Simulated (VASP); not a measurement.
Level of theory: PBEsol GGA, VASP's PBE PAW potentials (set 64) (plane waves; VASP 6.6.1).

Input for VASP

### INCAR
```
ALGO = Normal
EDIFF = 1E-6
ENCUT = 400
GGA = PS
ISIF = 2
ISMEAR = 0
LASPH = .True.
LCHARG = .False.
LREAL = .False.
LWAVE = .False.
NELM = 100
PREC = Accurate
SIGMA = 0.01
SYSTEM = NaF
```

KPOINTS:
```
Automatic mesh
0
G
 10 10 10
```

**POSCAR**
```
NaF
1
    0.0000000000     2.2858950000     2.2858950000
    2.2858950000     0.0000000000     2.2858950000
    2.2858950000     2.2858950000     0.0000000000
Na F
1 1
Direct
  0.0000000000   0.0000000000   0.0000000000
  0.5000000000   0.5000000000   0.5000000000
```

POTCAR, in this order: Na_pv F (PBE.64 set). Program: vasp_std.

Output

OSZICAR:
```
       N       E                     dE             d eps       ncg     rms          rms(c)
DAV:   1     0.925172303324E+02    0.92517E+02   -0.73534E+03  1076   0.133E+03
DAV:   2    -0.478496267388E+01   -0.97302E+02   -0.90890E+02  1085   0.320E+02
DAV:   3    -0.946499898080E+01   -0.46800E+01   -0.46676E+01  1193   0.743E+01
DAV:   4    -0.950817265150E+01   -0.43174E-01   -0.43169E-01  1157   0.750E+00
DAV:   5    -0.950859400879E+01   -0.42136E-03   -0.42135E-03  1148   0.760E-01    0.468E+00
DAV:   6    -0.879855132974E+01    0.71004E+00   -0.28246E+00  1260   0.178E+01    0.183E+00
DAV:   7    -0.878238672739E+01    0.16165E-01   -0.26719E-02  1085   0.270E+00    0.105E+00
DAV:   8    -0.877929001426E+01    0.30967E-02   -0.23142E-02  1073   0.402E+00    0.111E-01
DAV:   9    -0.877993618917E+01   -0.64617E-03   -0.37070E-03  1172   0.687E-01    0.742E-02
DAV:  10    -0.877984939687E+01    0.86792E-04   -0.51708E-04  1103   0.345E-01    0.738E-03
DAV:  11    -0.877985173933E+01   -0.23425E-05   -0.20189E-05  1166   0.132E-01    0.453E-03
DAV:  12    -0.877985185976E+01   -0.12043E-06   -0.28924E-06  1110   0.325E-02
   1 F= -.87798519E+01 E0= -.87798519E+01  d E =-.109733-103
```

OUTCAR:
```
------------------------ aborting loop because EDIFF is reached ----------------------------------------
  FORCE on cell =-STRESS in cart. coord.  units (eV):
  Direction    XX          YY          ZZ          XY          YZ          ZX
  --------------------------------------------------------------------------------------
  Total       -0.8636054     -0.8636054     -0.8636054     -0.0000000      0.0000000      0.0000000
  in kB      -57.9198048    -57.9198048    -57.9198048     -0.0000000      0.0000000      0.0000000
  external PRESSURE =     -57.9198048 kB  Pullay stress =       0.0000000 kB
  volume of cell :       23.89
      direct lattice vectors                 reciprocal lattice vectors
     0.000000000  2.285895000  2.285895000    -0.218732706  0.218732706  0.218732706
     2.285895000  0.000000000  2.285895000     0.218732706 -0.218732706  0.218732706
     2.285895000  2.285895000  0.000000000     0.218732706  0.218732706 -0.218732706
  FREE ENERGIE OF THE ION-ELECTRON SYSTEM (eV)
  ---------------------------------------------------
  free  energy   TOTEN  =        -8.7798518598 eV

  energy  without entropy=       -8.7798518598  energy(sigma->0) =       -8.77985186
```
(Selected blocks of OUTCAR.)

At this cut-off the stress carries a Pulay error, which pulls relaxed volumes low.

The structure comes from a computed database's NaF entry; how it stands against other phases isn't given here. The cell was not relaxed at this level.
